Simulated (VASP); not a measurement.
VASP runs on Ta3Cu (space group Fm-3m) share one base input (PBE GGA, plane waves, VASP's PBE PAW potentials (set 64)) and change the settings named in each case.

**POSCAR**
```
Ta3Cu
1
    0.0000000000     3.4777930000     3.4777930000
    3.4777930000     0.0000000000     3.4777930000
    3.4777930000     3.4777930000     0.0000000000
Cu Ta
1 3
Direct
  0.0000000000   0.0000000000   0.0000000000
  0.5000000000   0.5000000000   0.5000000000
  0.2500000000   0.2500000000   0.2500000000
  0.7500000000   0.7500000000   0.7500000000
```

**INCAR**
```
LWAVE  =  .FALSE.
EDIFF  =  1E-6   # SCF stop (eV)
SIGMA  =  0.1   # width (eV)
LREAL  =  .FALSE.   # projection in real space or not
NELM  =  100   # most electronic steps
LMAXMIX  =  6   # l cut-off of mixed one-centre charges
SYSTEM  =  Ta3Cu
PREC  =  Accurate
LCHARG  =  .FALSE.
ALGO  =  Normal   # blocked Davidson
GGA  =  PE   # PBE
ISMEAR  =  -1   # Fermi-Dirac
LASPH  =  .TRUE.   # aspherical one-centre terms
ENCUT  =  300
ISIF  =  2
```

**KPOINTS**
```
kpoints
0
gamma
  6 6 6
```

POTCAR, in this order: Cu Ta_pv (PBE.64 set). Program: vasp_std.

| change | E(σ→0) (eV/atom) | pressure (GPa) | −TS (eV) |
|---|---|---|---|
| base run | -9.2038 | -25.78 | -0.1636 |
| GGA removed, POTCAR Cu Ta_pv (LDA.64 set) | -9.9443 | -33.23 | -0.1605 |
| GGA_COMPAT = .FALSE., LNONCOLLINEAR = .TRUE., LSORBIT = .TRUE., MAGMOM = 0.0 0.0 0.0 0.0 0.0 0.0 0.0 0.0 0.0 0.0 0.0 0.0, program vasp_ncl | -9.7436 | -25.80 | -0.1667 |
| KPOINTS 2×2×2 Γ-centred mesh | -9.1375 | -27.25 | -0.2380 |
 Energies of different potentials or functionals have different zeros.  Unless said otherwise, spin-orbit coupling is left out, though it shifts the bands of the heavy elements here. At 300 eV the pressure can carry a Pulay error.

Left out are runs that ran out of time, are held back, or changed the cell or the kind of run, fixed moments of cells without a moment, rows past the twelfth, gaps on odd meshes, pressures of charged cells and columns that move by less than the noise.

The structure was generated: Ta3Cu was put into an ordered model structure, which need not be its known phase. The cell was not relaxed at this level.
